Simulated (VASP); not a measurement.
Input:

```yaml
crystal:
  lattice:
    - [0.00000, 2.73849, 2.73849]
    - [2.73849, 0.00000, 2.73849]
    - [2.73849, 2.73849, 0.00000]
  atoms:
    - { symbol: Cd, position: [0.00000, 0.00000, 0.00000] }
    - { symbol: F, position: [0.25000, 0.25000, 0.25000] }
    - { symbol: F, position: [0.75000, 0.75000, 0.75000] }
```

All values below come from PW91 GGA, VASP's PBE PAW potentials (set 64) (plane waves; VASP 6.6.1). Numerical set-up: 520 eV cut-off, 8×8×8 Γ-centred mesh, tetrahedra with Blöchl corrections, potentials Cd F.

Task: What does the run give for the energy per atom (σ→0), band gap (on the k-mesh) with the smallest direct gap where there is one?

Result: 
The band gap (on the k-mesh) is 2.92 eV. The smallest direct gap (on the k-mesh) is 3.47 eV and the energy per atom (σ→0) comes out as -3.681 eV/atom.

The absolute energy has meaning only against runs of the same code, potentials and settings.

The compound is CdF2 in the fluorite structure. It was relaxed first.
